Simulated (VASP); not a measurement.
These are PBEsol GGA, VASP's PBE PAW potentials (set 64) (plane waves; VASP) values and carry that method's errors.

The input files of a VASP run:

**INCAR**
```
# general
SYSTEM =K4Br2Cl2
PREC   =Accurate
ENCUT  =400
LREAL  =.False.
LASPH  =.True.

# electronic loop
EDIFF  =1E-7
NELM   =100
ALGO   =Normal
LMAXMIX=4

# smearing
ISMEAR =-5

# functional
GGA    =PS

# ions
ISIF   =2

# output
LWAVE  =.False.
LCHARG =.True.
LORBIT =11
NEDOS  =601

# other
LEFG   =.True.
```

### KPOINTS
```
Regular mesh
0
Gamma
  7 7 2
0 0 0
```

### POSCAR
```
K4Br2Cl2
1
   -0.0000000000     3.1998918286     3.1998918286
    3.1998918286    -0.0000000000     3.1998918286
   12.8001976569    12.8001976569    -0.0006303422
K Cl Br
4 2 2
Direct
  0.9837394301   0.9837394301   0.0121954274
  0.0000000000   0.0000000000   0.2500000000
  0.0162605699   0.0162605699   0.4878045726
  0.0000000000   0.0000000000   0.7500000000
  0.4918069554   0.4918069554   0.1311447835
  0.5081930446   0.5081930446   0.3688552165
  0.5076191951   0.5076191951   0.6192856036
  0.4923808049   0.4923808049   0.8807143964
```

POTCAR, in this order: K_sv Cl Br (PBE.64 set). Program: vasp_std.

Output of the run:

### OUTCAR
```
 ion  position               nearest neighbor table
   1  0.984  0.984  0.012-   5 3.15   5 3.15   5 3.15   8 3.26   8 3.26   8 3.26
   2  0.000  0.000  0.250-   6 3.15   6 3.15   5 3.15   5 3.15   5 3.15   6 3.15
   3  0.016  0.016  0.488-   6 3.15   6 3.15   6 3.15   7 3.26   7 3.26   7 3.26
   4  0.000  0.000  0.750-   7 3.25   8 3.25   7 3.25   8 3.25   8 3.25   7 3.25
   5  0.492  0.492  0.131-   2 3.15   2 3.15   2 3.15   1 3.15   1 3.15   1 3.15
   6  0.508  0.508  0.369-   2 3.15   2 3.15   2 3.15   3 3.15   3 3.15   3 3.15
   7  0.508  0.508  0.619-   4 3.25   4 3.25   4 3.25   3 3.26   3 3.26   3 3.26
   8  0.492  0.492  0.881-   4 3.25   4 3.25   4 3.25   1 3.26   1 3.26   1 3.26
  LATTYP: Found a trigonal (rhomboedric) cell.
 ALAT       =    15.0098981795
 COS(alpha) =     0.9545519659
 Subroutine PRICEL returns:
 Original cell was already a primitive cell.
 Subroutine GETGRP returns: Found 12 space group operations
The static configuration has the point symmetry C_3v.
 The point group associated with its full space group is D_3d.
The dynamic configuration has the point symmetry C_3v.
 Subroutine INISYM returns: Found 12 space group operations
 Subroutine IBZKPT returns following result:
 Found     32 irreducible k-points:

 Following reciprocal coordinates:
            Coordinates               Weight
  0.000000  0.000000  0.000000      1.000000
...
```

File OSZICAR:
```
       N       E                     dE             d eps       ncg     rms          rms(c)
DAV:   1     0.448941378867E+03    0.44894E+03   -0.25029E+04  2432   0.121E+03
DAV:   2     0.110678163160E+02   -0.43787E+03   -0.42728E+03  3186   0.332E+02
DAV:   3    -0.265981458740E+02   -0.37666E+02   -0.37573E+02  3328   0.886E+01
DAV:   4    -0.277051105055E+02   -0.11070E+01   -0.11051E+01  3672   0.159E+01
DAV:   5    -0.277640547874E+02   -0.58944E-01   -0.58937E-01  3588   0.239E+00    0.653E+00
DAV:   6    -0.269528766875E+02    0.81118E+00   -0.17675E+00  2810   0.436E+00    0.504E+00
DAV:   7    -0.269037726566E+02    0.49104E-01   -0.67370E-01  3108   0.279E+00    0.285E+00
DAV:   8    -0.269408902956E+02   -0.37118E-01   -0.11290E-01  3176   0.162E+00    0.651E-01
DAV:   9    -0.269400888546E+02    0.80144E-03   -0.11385E-02  3232   0.394E-01    0.191E-01
DAV:  10    -0.269433148884E+02   -0.32260E-02   -0.40222E-03  2906   0.277E-01    0.834E-02
DAV:  11    -0.269434455173E+02   -0.13063E-03   -0.28901E-04  3240   0.690E-02    0.224E-02
DAV:  12    -0.269434730794E+02   -0.27562E-04   -0.63946E-05  2980   0.294E-02    0.635E-03
DAV:  13    -0.269434850454E+02   -0.11966E-04   -0.10099E-05  2872   0.135E-02    0.386E-03
DAV:  14    -0.269434868221E+02   -0.17767E-05   -0.17372E-06  2724   0.534E-03    0.155E-03
DAV:  15    -0.269434873030E+02   -0.48089E-06   -0.90181E-07  2568   0.390E-03    0.547E-04
DAV:  16    -0.269434873276E+02   -0.24663E-07   -0.33516E-08  1780   0.944E-04
   1 F= -.26943487E+02 E0= -.26943487E+02  d E =0.000000E+00
```

**OUTCAR**
```
------------------------ aborting loop because EDIFF is reached ----------------------------------------
  FORCE on cell =-STRESS in cart. coord.  units (eV):
  Direction    XX          YY          ZZ          XY          YZ          ZX
  --------------------------------------------------------------------------------------
  Total        0.0180874      0.0180874      0.0180874      0.0110330     -0.0110330     -0.0110330
  in kB        0.1105497      0.1105497      0.1105497      0.0674333     -0.0674333     -0.0674333
  external PRESSURE =       0.1105497 kB  Pullay stress =       0.0000000 kB
  volume of cell :      262.14
      direct lattice vectors                 reciprocal lattice vectors
     0.000000000  3.199891829  3.199891829    -0.156251435  0.156259129  0.156251435
     3.199891829  0.000000000  3.199891829     0.156259129 -0.156251435  0.156251435
    12.800197657 12.800197657 -0.000630342     0.039060935  0.039060935 -0.039060935
 POSITION                                       TOTAL-FORCE (eV/Angst)
 -----------------------------------------------------------------------------------
      3.30396      3.30396      6.29571        -0.005166     -0.005166      0.005166
      3.20005      3.20005     -0.00016         0.000000      0.000000      0.000000
      6.29603      6.29603      0.10376         0.005166      0.005166     -0.005166
      9.60015      9.60015     -0.00047         0.000000      0.000000      0.000000
      3.25241      3.25241      3.14738         0.000315      0.000315     -0.000315
      6.34758      6.34758      3.25209        -0.000315     -0.000315      0.000315
      9.55130      9.55130      3.24826        -0.009246     -0.009246      0.009246
     12.84888     12.84888      3.15058         0.009246      0.009246     -0.009246
 -----------------------------------------------------------------------------------
    total drift:                               -0.000002     -0.000002     -0.000000
  FREE ENERGIE OF THE ION-ELECTRON SYSTEM (eV)
  ---------------------------------------------------
  free  energy   TOTEN  =       -26.9434873276 eV

  energy  without entropy=      -26.9434873276  energy(sigma->0) =      -26.94348733

 total charge

# of ion       s       p       d       tot
------------------------------------------
    1        1.956   5.567   0.027   7.550
    2        1.956   5.568   0.026   7.549
    3        1.956   5.567   0.027   7.550
    4        1.957   5.567   0.028   7.553
    5        1.578   3.538   0.000   5.116
    6        1.578   3.538   0.000   5.116
    7        1.592   3.289   0.001   4.882
    8        1.592   3.289   0.001   4.882
--------------------------------------------------
tot         14.166  35.923   0.109  50.198

 Electric field gradients after diagonalization (V/A^2)
 (convention: |V_zz| > |V_xx| > |V_yy|)
----------------------------------------------------------------------
 ion       V_xx      V_yy      V_zz     asymmetry (V_yy - V_xx)/ V_zz
----------------------------------------------------------------------
   1      -0.064    -0.062     0.127       0.013
   2      -1.816    -1.815     3.631       0.000
   3      -0.064    -0.062     0.127       0.013
   4       1.507     1.505    -3.011       0.001
   5       2.294     2.294    -4.588       0.000
   6       2.294     2.294    -4.588       0.000
   7      -5.401    -5.401    10.802       0.000
   8      -5.401    -5.401    10.802       0.000
```
(Selected blocks of OUTCAR.)

The structure was generated: K4Br2Cl2 was put into an ordered model structure (R-3m), which need not be its known phase. It was relaxed first.
